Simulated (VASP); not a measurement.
Calculation: LDA (Ceperley-Alder, Perdew-Zunger), VASP's LDA PAW potentials (set 64) (plane waves; VASP 6.6.1).

VASP ran on this input.

### INCAR
```
ALGO = Normal
EDIFF = 1E-6
ENCUT = 300
ISIF = 2
ISMEAR = -1
LASPH = T
LCHARG = F
LMAXMIX = 4
LREAL = F
LWAVE = F
NELM = 100
PREC = Accurate
SIGMA = 0.05
SYSTEM = Ca(CdAs)2
```

**POSCAR**
```
Ca(CdAs)2
1
    4.3256020000     0.0000000000     0.0000000000
   -2.1628010000     3.7460810000     0.0000000000
    0.0000000000     0.0000000000     7.0619390000
Ca Cd As
1 2 2
Direct
  0.0000000000   0.0000000000   0.0000000000
  0.3333330000   0.6666670000   0.6332500000
  0.6666670000   0.3333330000   0.3667500000
  0.3333330000   0.6666670000   0.2376600000
  0.6666670000   0.3333330000   0.7623400000
```

**KPOINTS**
```
kpoints
0
G
7 7 4
```

POTCAR, in this order: Ca_sv Cd As (LDA.64 set). Program: vasp_std.

The resulting files:

**OUTCAR**
```
 ion  position               nearest neighbor table
   1  0.000  0.000  0.000-   4 3.01   5 3.01   4 3.01   5 3.01   5 3.01   4 3.01
   2  0.333  0.667  0.633-   5 2.66   5 2.66   5 2.66   4 2.79   3 3.13   3 3.13   3 3.13
   3  0.667  0.333  0.367-   4 2.66   4 2.66   4 2.66   5 2.79   2 3.13   2 3.13   2 3.13
   4  0.333  0.667  0.238-   3 2.66   3 2.66   3 2.66   2 2.79   1 3.01   1 3.01   1 3.01
   5  0.667  0.333  0.762-   2 2.66   2 2.66   2 2.66   3 2.79   1 3.01   1 3.01   1 3.01
  LATTYP: Found a hexagonal cell.
 ALAT       =     4.3256020000
 C/A-ratio  =     1.6325910243
 Subroutine PRICEL returns:
 Original cell was already a primitive cell.
 Subroutine GETGRP returns: Found 12 space group operations
The static configuration has the point symmetry D_3d.
The dynamic configuration has the point symmetry D_3d.
 Subroutine INISYM returns: Found 12 space group operations
 Subroutine IBZKPT returns following result:
 Found     28 irreducible k-points:

 Following reciprocal coordinates:
            Coordinates               Weight
  0.000000  0.000000  0.000000      1.000000
  0.142857 -0.000000  0.000000      6.000000
  0.285714  0.000000  0.000000      6.000000
  0.428571  0.000000  0.000000      6.000000
  0.142857  0.142857  0.000000      6.000000
  0.285714  0.142857  0.000000     12.000000
  0.428571  0.142857  0.000000      6.000000
  0.285714  0.285714  0.000000      6.000000
  0.000000  0.000000  0.250000      2.000000
  0.142857 -0.000000  0.250000      6.000000
  0.000000  0.142857  0.250000      6.000000
  0.285714  0.000000  0.250000      6.000000
  0.000000  0.285714  0.250000      6.000000
  0.428571  0.000000  0.250000      6.000000
  0.000000  0.428571  0.250000      6.000000
  0.142857  0.142857  0.250000     12.000000
  0.285714  0.142857  0.250000     12.000000
 -0.142857  0.428571  0.250000     12.000000
  0.428571  0.142857  0.250000     12.000000
  0.285714  0.285714  0.250000     12.000000
...
```

**OSZICAR**
```
       N       E                     dE             d eps       ncg     rms          rms(c)
DAV:   1     0.239627830978E+03    0.23963E+03   -0.16080E+04  1464   0.105E+03
DAV:   2    -0.805728628409E+01   -0.24769E+03   -0.24415E+03  1616   0.320E+02
DAV:   3    -0.202332356417E+02   -0.12176E+02   -0.12098E+02  2126   0.679E+01
DAV:   4    -0.205241499684E+02   -0.29091E+00   -0.29053E+00  2168   0.782E+00
DAV:   5    -0.205282931753E+02   -0.41432E-02   -0.41405E-02  1970   0.853E-01    0.905E+00
DAV:   6    -0.191508734637E+02    0.13774E+01   -0.50923E+00  1764   0.171E+01    0.787E+00
DAV:   7    -0.191044112205E+02    0.46462E-01   -0.87240E-01  1724   0.449E+00    0.406E+00
DAV:   8    -0.190914576382E+02    0.12954E-01   -0.74660E-02  1638   0.265E+00    0.462E-01
DAV:   9    -0.190889933033E+02    0.24643E-02   -0.15527E-02  1852   0.115E+00    0.896E-02
DAV:  10    -0.190889006917E+02    0.92612E-04   -0.10779E-03  1838   0.193E-01    0.398E-02
DAV:  11    -0.190888935270E+02    0.71648E-05   -0.16514E-04  2190   0.825E-02    0.242E-02
DAV:  12    -0.190888967958E+02   -0.32688E-05   -0.17232E-05  1724   0.276E-02    0.812E-03
DAV:  13    -0.190888960319E+02    0.76393E-06   -0.40915E-06  1604   0.167E-02
   1 F= -.19088896E+02 E0= -.19088725E+02  d E =-.342211E-03
```

File OUTCAR:
```
------------------------ aborting loop because EDIFF is reached ----------------------------------------
  FORCE on cell =-STRESS in cart. coord.  units (eV):
  Direction    XX          YY          ZZ          XY          YZ          ZX
  --------------------------------------------------------------------------------------
  Total       -0.1063988     -0.1063988     -0.3619126     -0.0000000      0.0000000      0.0000000
  in kB       -1.4897035     -1.4897033     -5.0671832     -0.0000000      0.0000000      0.0000000
  external PRESSURE =      -2.6821967 kB  Pullay stress =       0.0000000 kB
  volume of cell :      114.43
      direct lattice vectors                 reciprocal lattice vectors
     4.325602000  0.000000000  0.000000000     0.231181694  0.133472821  0.000000000
    -2.162801000  3.746081000  0.000000000     0.000000000  0.266945643  0.000000000
     0.000000000  0.000000000  7.061939000     0.000000000  0.000000000  0.141604168
 POSITION                                       TOTAL-FORCE (eV/Angst)
 -----------------------------------------------------------------------------------
      0.00000      0.00000      0.00000        -0.000000      0.000000      0.000000
     -0.00000      2.49739      4.47197        -0.000000      0.000000      0.010870
      2.16280      1.24869      2.58997         0.000000      0.000000     -0.010870
     -0.00000      2.49739      1.67834        -0.000000      0.000000     -0.176380
      2.16280      1.24869      5.38360         0.000000     -0.000000      0.176380
 -----------------------------------------------------------------------------------
    total drift:                                0.000000      0.000000      0.000000
  FREE ENERGIE OF THE ION-ELECTRON SYSTEM (eV)
  ---------------------------------------------------
  free  energy   TOTEN  =       -19.0888960319 eV

  energy  without entropy=      -19.0885538209  energy(sigma->0) =      -19.08872493
```
(Selected blocks of OUTCAR.)

At this cut-off the stress carries a Pulay error, which pulls relaxed volumes low.

The structure comes from a computed database's CaCd2As2 entry (P-3m1); how it stands against other phases isn't given here. The cell was not relaxed at this level, and its volume differs by -5.9 % from the start's.
